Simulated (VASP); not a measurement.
An input for Ansatz (written as the equivalent of a VASP run, and not itself run):

Ansatz 0.2 input:
```yaml
crystal:
  lattice:
    - [0.0000000, 2.6261758, 2.6261758]
    - [2.6261758, 0.0000000, 2.6261758]
    - [2.6261758, 2.6261758, 0.0000000]
  atoms:
    - { symbol: Ce, position: [0.0000000, 0.0000000, 0.0000000] }
    - { symbol: O, position: [0.2500000, 0.2500000, 0.2500000] }
    - { symbol: O, position: [0.7500000, 0.7500000, 0.7500000] }
kpoints:
  mp_grid: { grid: [7, 7, 7] }
hamiltonian:
  xc: lda
  pseudopotentials: { kind: paw }
scf:
  occupations: { method: gaussian, width: 0.05 }
  max_iter: 100
output: { forces: true, stress: true, eigenvalues: true }
```

Task: Translate this input to VASP (INCAR, KPOINTS, POSCAR, choice of POTCAR).

Result: Several could match; the one computed here: 
File POSCAR:
```
CeO2
1
    0.0000000000     2.6261758126     2.6261758126
    2.6261758126     0.0000000000     2.6261758126
    2.6261758126     2.6261758126     0.0000000000
Ce O
1 2
Direct
  0.0000000000   0.0000000000   0.0000000000
  0.2500000000   0.2500000000   0.2500000000
  0.7500000000   0.7500000000   0.7500000000
```

INCAR:
```
ALGO = Normal
EDIFF = 1E-7
ENCUT = 520
ISIF = 2
ISMEAR = 0
LASPH = .TRUE.
LCHARG = .FALSE.
LMAXMIX = 6
LREAL = .FALSE.
LWAVE = .FALSE.
NELM = 100
PREC = Accurate
SIGMA = 0.05
SYSTEM = CeO2
```

KPOINTS:
```
Regular mesh
0
G
 7 7 7
```

POTCAR, in this order: Ce O (LDA.64 set). Program: vasp_std.

Limits of the translation: each code has its own PAW files, so the cut-off isn't converted (ENCUT is set for VASP's; basis.ecutwfc is left out, and Ansatz then takes the one that its files recommend); Ansatz stops its SCF on the density residual and VASP on the energy change (EDIFF); Ansatz's lda is the Perdew-Wang form, while the LDA potentials of VASP carry Perdew-Zunger's.

The compound is CeO2 in the fluorite structure. This cell is one point of a volume scan, at 0.94 of the reference volume.
